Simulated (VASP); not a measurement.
Input of a VASP 6.6.1 run:

File INCAR:

```
SYSTEM = MoPt
  ALGO = Normal
  DIPOL = 0.5 0.5 0.294
  EDIFF = 1E-6
  EDIFFG = -0.01
  ENCUT = 520
  GGA = PE
  GGA_COMPAT = .FALSE.
  IBRION = 2
  IDIPOL = 3
  ISIF = 2
  ISMEAR = 0
  IVDW = 4
  LASPH = .TRUE.
  LCHARG = .FALSE.
  LDIPOL = .TRUE.
  LMAXMIX = 4
  LORBIT = 11
  LREAL = .FALSE.
  LSORBIT = .TRUE.
  LWAVE = .FALSE.
  MAGMOM = 0 0 0 0 0 0
  NELM = 80
  NSW = 40
  PREC = Accurate
  SIGMA = 0.1
```

File KPOINTS:

```
k-points
0
G
  5 5 1
  0 0 0
```

Contents of POSCAR:

```
MoPt
1.0
    3.5513000000      0.0000000000      0.0000000000
    0.0000000000      3.5513000000      0.0000000000
    0.0000000000      0.0000000000     23.8000000000
Mo Pt
1 1
Direct
    0.5000000000      0.5000000000      0.2941200000
    0.0000000000      0.0000000000      0.2941200000
```

Potentials or basis: VASP PAW PBE potentials, release 64 (Mo_sv, Pt).

Command:

```console
$ cat potpaw_PBE.64/Mo_sv/POTCAR potpaw_PBE.64/Pt/POTCAR > POTCAR
$ mpirun -np 1 vasp_ncl > vasp.out
```

(1) Estimate the Hirshfeld charges.

(2) Estimate the dispersion energy per atom.

## Answers

(1) Mo +0.21; Pt -0.21 e.

(2) -0.149 eV.

Caveat: the relaxation stopped at its first step, so nothing moved.
